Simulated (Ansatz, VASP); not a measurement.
# Cross-check of In3Sb3H8 (InSb wire along [110], 6 atoms a period, H-terminated) between VASP and Ansatz, part 2 of 2

One calculation is typed for both programs; each brings its own data sets. How far apart do they land? The cell is taken from a series of runs on this material, whose earlier steps may have relaxed, scaled, displaced or heated it; both programs get it as it stands.

VASP 6.6.1 and Ansatz 0.2.0.

So far: The starting structure; VASP: single point, HSE06.

### 3. Ansatz: single point, HSE06

Level of this step: Ansatz beside VASP: Kohn-Sham DFT, plane waves, HSE06 (Ansatz).

Ansatz runs on its PAW soft_1 files.

The same cell, functional, mesh and smearing now go to Ansatz, which takes its cutoff from its data sets.

Contents of input.yaml:

```yaml
crystal:
  lattice:
    - [13.811, 0.0, 0.0]
    - [0.0, 14.395, 0.0]
    - [0.0, 0.0, 4.7899712618]
  atoms:
    - { symbol: Sb, position: [0.340630714, 0.5, 0.0] }
    - { symbol: In, position: [0.440580588, 0.678876944, 0.0] }
    - { symbol: In, position: [0.440580588, 0.321123056, 0.0] }
    - { symbol: H, position: [0.748369984, 0.5, 0.17047318] }
    - { symbol: H, position: [0.256903936, 0.5, 0.263573458] }
    - { symbol: Sb, position: [0.553010609, 0.649918007, 0.5] }
    - { symbol: Sb, position: [0.553010609, 0.350081993, 0.5] }
    - { symbol: H, position: [0.619197569, 0.750796188, 0.5] }
    - { symbol: H, position: [0.619197569, 0.249203812, 0.5] }
    - { symbol: In, position: [0.696846618, 0.5, 0.5] }
    - { symbol: H, position: [0.256903936, 0.5, 0.736426542] }
    - { symbol: H, position: [0.748369984, 0.5, 0.82952682] }
    - { symbol: H, position: [0.358694327, 0.770697052, 0.0] }
    - { symbol: H, position: [0.358694327, 0.229302948, 0.0] }
kpoints:
  mp_grid: { grid: [1, 1, 7] }
scf:
  occupations: { method: fermi_dirac, width: 0.05 }
hamiltonian:
  xc: hse06
  pseudopotentials: { kind: paw, azcp: { folder: soft_1 } }
```

Run with:

```console
> ansatz run input.yaml --threads 4 --pin off --max-ram 16384MiB --backend cpu --events-out ev --progress --plain --runs-dir out
```

Numbers of over 12 decimals in the logs are rounded to 6 here.

Log:

```text
Engine: ansatz 0.2.0, aarch64-unknown-linux-gnu
Pseudopotentials: kind: paw
Pseudopotential: Sb, paw, valence charge 15, recommended cutoff 420 eV (normal), soft_1/Sb.paw.azcp
Pseudopotential: In, paw, valence charge 13, recommended cutoff 420 eV (normal), soft_1/In.paw.azcp
Pseudopotential: H, paw, valence charge 1, recommended cutoff 420 eV (normal), soft_1/H.paw.azcp
Functional definition: HSE06
  parameter a = 0.25
  parameter omega = 0.11/bohr
  exchange = pbe_x - a*pbe_x_sr(omega) + a*exact_x_sr(omega)
  correlation = pbe_c
Crystal: 14 atoms, lattice volume = 952.291 Å³
Basis set: ecut = 420 eV, 18539 PW (Γ)
Bands: 60, of which v1, the nominal top of the filled ones, is band 46 counted from 1 (45 counted from 0)
Symmetry: 4 space group operations
Space group: Pmm2 (ITA 25), of the structure as read, at distance tolerance 9.8e-5 Å
k-points: 4 of 7
Non-local potential: Sb, projectors of the file, l = 0: 2, l = 1: 2, l = 2: 2, l = 3: 1
Non-local potential: In, projectors of the file, l = 0: 2, l = 1: 2, l = 2: 2, l = 3: 1
Non-local potential: H, projectors of the file, l = 0: 2, l = 1: 1
PAW form: soft (Blöchl's): semilocal exchange-correlation on the pseudo side does not see the compensation charge
PAW frozen core: Sb, regenerated for the run's functional, and the local potential with it (the file was generated under x = pbe(κ = 0.804, μ = 0.219515), c = pbe(β = 0.066725))
PAW frozen core: In, regenerated for the run's functional, and the local potential with it (the file was generated under x = pbe(κ = 0.804, μ = 0.219515), c = pbe(β = 0.066725))
PAW one-centre angular grid: Sb, 590 points (default); XC on 64 Gauss nodes
PAW one-centre angular grid: In, 590 points (default); XC on 64 Gauss nodes
PAW one-centre angular grid: H, 110 points (default); XC on 64 Gauss nodes
Initial density: superposition of atomic densities (neutral atoms: chi_scale 0, normalization atom)
Initial wavefunctions: pseudopotential atomic-orbital guess
Functional: x = pbe(κ = 0.804, μ = 0.219515), c = pbe(β = 0.066725), warm-up for x = pbe(κ = 0.804, μ = 0.219515) + 0.25 (exact − pbe) at short range (hse, ω = 0.207870 Å⁻¹), c = pbe(β = 0.066725); HSE06 as pw.x's `hse` composes it (authors' and Libxc's form: `xc: wpbeh`)
iter 1 solved again at ethr=8.59e-3 eV; its pass at ethr=1.00e-1 eV (dr2=7.90e0 eV) is discarded
SCF iter   1: F=—  HF=-36373.493017 eV  |F-HF|=—  |Δ(HF+E_count)|=         —  Δρ=2.74e-2  dr2=7.93e0  ethr=8.59e-3  ⟨swp⟩=10.0  Hψ=1293  notcnv=0
preconditioner: auto → none  [insulator: Δε(μ)=2.040 eV  Ē_g=12.777 eV  σ=0.050 eV  W_gap=1.00  n_scr=102 (ndim 8)  ℏωp=9.5 eV  f_vac=0.617  D(μ)=0.00/eV (n_scr^D=0)]
SCF iter   2: F=—  HF=-36371.406295 eV  |F-HF|=—  |Δ(HF+E_count)|=    2.09e0  Δρ=8.53e-3  dr2=1.38e0  ethr=8.59e-3  ⟨swp⟩=5.2  Hψ=633  notcnv=0  defer=5
SCF iter   3: F=—  HF=-36371.217742 eV  |F-HF|=—  |Δ(HF+E_count)|=   1.89e-1  Δρ=4.96e-3  dr2=5.73e-1  ethr=1.50e-3  ⟨swp⟩=7.8  Hψ=747  notcnv=0  defer=6
iter 4 solved again at ethr=2.07e-5 eV; its pass at ethr=6.23e-4 eV (dr2=1.90e-2 eV) is discarded
SCF iter   4: F=—  HF=-36371.094935 eV  |F-HF|=—  |Δ(HF+E_count)|=   1.23e-1  Δρ=1.39e-3  dr2=2.13e-2  ethr=2.07e-5  ⟨swp⟩=4.8  Hψ=1279  notcnv=0  defer=1
SCF iter   5: F=—  HF=-36371.094026 eV  |F-HF|=—  |Δ(HF+E_count)|=   9.09e-4  Δρ=5.70e-4  dr2=3.26e-3  ethr=2.07e-5  ⟨swp⟩=6.5  Hψ=609  notcnv=0  defer=2
SCF iter   6: F=—  HF=-36371.094044 eV  |F-HF|=—  |Δ(HF+E_count)|=   1.82e-5  Δρ=2.21e-4  dr2=4.82e-4  ethr=3.54e-6  ⟨swp⟩=5.0  Hψ=520  notcnv=0  defer=1
SCF iter   7: F=-36371.094042 eV  HF=-36371.094063 eV  |F-HF|=2.10e-5  |Δ(HF+E_count)|=   1.87e-5  Δρ=7.22e-5  dr2=5.68e-5  ethr=5.23e-7  ⟨swp⟩=3.5  Hψ=476  notcnv=0  defer=1
SCF 1 stopped early in 7 iterations: F = -36371.094042 eV  dr2 = 5.68e-5
  greatest PAW one-centre occupation: 0.995 electrons in one spin orbital (limit 2), on the Sb atom at site 0 (counted from 0), in its partial waves of l = 2
Initial density: handed on by an earlier stage of this run
Initial wavefunctions: those handed on with the density
Functional: x = pbe(κ = 0.804, μ = 0.219515) + 0.25 (exact − pbe) at short range (hse, ω = 0.207870 Å⁻¹), c = pbe(β = 0.066725); HSE06 as pw.x's `hse` composes it (authors' and Libxc's form: `xc: wpbeh`)
Exchange kernel: α = 0.2500, screened, ω = 0.2079 Å⁻¹, Wigner–Seitz truncation, v(0) = 1027.5617 eV·Å³, q-mesh 1×1×7, nearest image of the exchange supercell L = 13.81 Å, pair-density grid 60×64×24, without the augmentation charges, whose exchange is taken in its separable form by FFT convolution over the k-point mesh (sized by the pseudopotential files, 96×100×36 at the most)
Frozen-core exchange: fock
SCF iter   1: F=—  HF=-36396.063429 eV  |F-HF|=—  |Δ(HF+E_count)|=         —  Δρ=2.27e-3  dr2=3.10e-2  ethr=6.18e-7  ⟨swp⟩=18.2  Hψ=1560  notcnv=1
preconditioner: auto → none  [insulator: Δε(μ)=2.448 eV  Ē_g=14.552 eV  σ=0.050 eV  W_gap=1.00  n_scr=102 (ndim 8)  ℏωp=9.5 eV  f_vac=0.658  D(μ)=0.00/eV (n_scr^D=0)]
SCF iter   2: F=—  HF=-36396.056050 eV  |F-HF|=—  |Δ(HF+E_count)|=   7.38e-3  Δρ=6.80e-4  dr2=5.07e-3  ethr=6.18e-7  ⟨swp⟩=5.0  Hψ=802  notcnv=0
SCF iter   3: F=—  HF=-36396.078904 eV  |F-HF|=—  |Δ(HF+E_count)|=   2.29e-2  Δρ=4.80e-4  dr2=1.63e-3  ethr=6.18e-7  ⟨swp⟩=5.2  Hψ=870  notcnv=0  defer=1
SCF iter   4: F=—  HF=-36396.078625 eV  |F-HF|=—  |Δ(HF+E_count)|=   2.79e-4  Δρ=8.15e-5  dr2=1.85e-4  ethr=6.18e-7  ⟨swp⟩=4.2  Hψ=565  notcnv=0  defer=1
SCF iter   5: F=—  HF=-36396.078975 eV  |F-HF|=—  |Δ(HF+E_count)|=   3.50e-4  Δρ=6.83e-5  dr2=4.78e-5  ethr=1.51e-7  ⟨swp⟩=5.2  Hψ=584  notcnv=0  defer=2
SCF iter   6: F=-36396.078966 eV  HF=-36396.078966 eV  |F-HF|=1.10e-7  |Δ(HF+E_count)|=   8.35e-6  Δρ=1.20e-5  dr2=4.58e-6  ethr=4.80e-8  ⟨swp⟩=4.2  Hψ=495  notcnv=0  defer=3
SCF 2 stopped early in 6 iterations: F = -36396.078966 eV  dr2 = 4.58e-6
hybrid outer 1: dexx = +2.590e-2 eV, tail = 6.60e-5 eV
Exchange kernel: α = 0.2500, screened, ω = 0.2079 Å⁻¹, Wigner–Seitz truncation, v(0) = 1027.5617 eV·Å³, q-mesh 1×1×7, nearest image of the exchange supercell L = 13.81 Å, pair-density grid 60×64×24, without the augmentation charges, whose exchange is taken in its separable form by FFT convolution over the k-point mesh (sized by the pseudopotential files, 96×100×36 at the most)
Frozen-core exchange: fock
SCF iter   1: F=—  HF=-36396.078518 eV  |F-HF|=—  |Δ(HF+E_count)|=         —  Δρ=1.92e-5  dr2=5.25e-6  ethr=3.59e-7  ⟨swp⟩=13.2  Hψ=726  notcnv=0
preconditioner: auto → none  [insulator: Δε(μ)=2.467 eV  Ē_g=14.520 eV  σ=0.050 eV  W_gap=1.00  n_scr=102 (ndim 8)  ℏωp=9.5 eV  f_vac=0.659  D(μ)=0.00/eV (n_scr^D=0)]
iter 2 solved again at ethr=2.65e-10 eV; its pass at ethr=4.45e-9 eV (dr2=2.44e-7 eV) is discarded
SCF iter   2: F=—  HF=-36396.078518 eV  |F-HF|=—  |Δ(HF+E_count)|=   1.61e-7  Δρ=5.28e-6  dr2=4.06e-7  ethr=2.65e-10  ⟨swp⟩=4.5  Hψ=1088  notcnv=0  defer=1
SCF iter   3: F=-36396.078519 eV  HF=-36396.078519 eV  |F-HF|=2.16e-8  |Δ(HF+E_count)|=   8.82e-7  Δρ=3.15e-6  dr2=6.81e-8  ethr=2.65e-10  ⟨swp⟩=5.5  Hψ=708  notcnv=0  defer=9
SCF 3 converged in 3 iterations: F = -36396.078519 eV  dr2 = 6.81e-8
hybrid outer 2: dexx = +1.092e-6 eV, tail = 1.68e-7 eV, Δε = 2.29e-3 eV (about 1.70e-4 eV left of the loop's levels)
hybrid SCF converged: 2 outer / 9 inner (+7 warm-up), last move |dexx| = 1.09e-6 eV, tail = 1.68e-7 eV
Stability not checked: this state was not tested for a lower state beside it, because the functional holds exact exchange (a hybrid, or Hartree-Fock), whose exchange loop this test does not read (fock_operator; see scf.lower_state_search)
Free energy (F): -36396.078519 eV
Frozen-core exchange: fock
Harris-Foulkes:  -36396.078519 eV  (|F-HF|=2.16e-8)
Internal energy: -36396.078519 eV  (E = F + TS)
E sigma→0 (E₀):  -36396.078519 eV
Fermi energy:    -1.693630 eV
--- Per-component energies (eV) ---
  E_band       = -1767.741443
  E_kinetic    = 1242.383130
  E_local      = -28676.745710  (includes V_loc(G=0)·N_el)
  E_nonlocal   = 2150.745424
  E_hartree    = 13118.837673
  E_xc         = -632.806294
  E_vxc        = -498.146793  (∫ρ·V_xc dr)
  E_exx        = -232.184448  (= α·E_x^exact, valence–valence)
  E_paw        = -26223.686595  (= ΣΔE_a)
  E_vpaw       = -1759.268010  (= ΣTr[D̂ρ^β])
  E_aug_tail   = -0.005864  (compensation charges beyond the density's cutoff)
  E_ewald      = 2855.774532
  E_core_change = 1.609634  (= ΣΔE_core)
  E_smearing   = -0.000000  (= −TS)
  E_closure    = -0.000000  (closes the sum)
  Σ components = -36396.078519   (vs F -36396.078519, Δ=-7.28e-12)
--- Band table (eV) ---
  k-point 0: bands = [... 42 lower, -3.8188, -3.6503, -3.3224, -2.9217, -0.4553]
  k-point 1: bands = [... 42 lower, -3.9662, -3.8187, -3.6856, -3.3604, 0.4196]
  k-point 2: bands = [... 42 lower, -4.5302, -4.0276, -3.8003, -3.5648, 0.6138]
  k-point 3: bands = [... 42 lower, -4.6315, -4.0350, -3.9466, -3.7114, 0.2975]
  guard bands above this table: 13 of the run's 60 bands. The solve was not asked for them (output.publish_guard_bands: true or output.eigenvalues: true publishes all)
```

The column dr2 measures how far the density is from self-consistency, as an energy; F and HF (Harris–Foulkes) agree once it is small.

### 4. Differences

Known differences besides the potentials themselves: exact exchange at q = 0 is treated differently, which shows on coarse meshes; VASP keeps PBE cores, Ansatz makes them for the functional; the data sets hold 92 valence electrons in Ansatz (on its PAW soft_1 files) and 62 in VASP; the cutoff is 420 eV in Ansatz and 400 eV in VASP; VASP takes a coarser grid for exact exchange (PRECFOCK = Fast). Total energies have different zeros and are not compared.

The two programs side by side:

```
              quantity  Ansatz   VASP  difference
gap on the k mesh (eV)   2.466  2.466       0.000
```

A gap on the mesh is an upper bound, since the band edges may lie between its points.

### 5. What came out

| Item | Value |
| --- | --- |
| difference in gap on the k mesh (single point, HSE06) | 2.6e-4 eV |

What this shows: The difference in gap on the k mesh is 2.6e-4 eV (single point, HSE06), within the 0.08 eV picked in this series as the mark of a large difference. The data sets hold unlike numbers of valence electrons (92 in Ansatz and 62 in VASP), so part of the differences comes from the potentials. How closely two codes agree says nothing of how well the functional describes the real material.

[Lines on the potential files, build, host, timing and source positions are cut from VASP's logs without a mark.]

[Logs are printed without paths, hosts, clocks, repeated set-up lines and the standing remarks that a program may print on its own settings, such as how far it seeks lower states.]

[Hosts, paths, dates, database ids (printed as entryN), source tags and the programs' standing remarks are cut or masked in the printed files.]
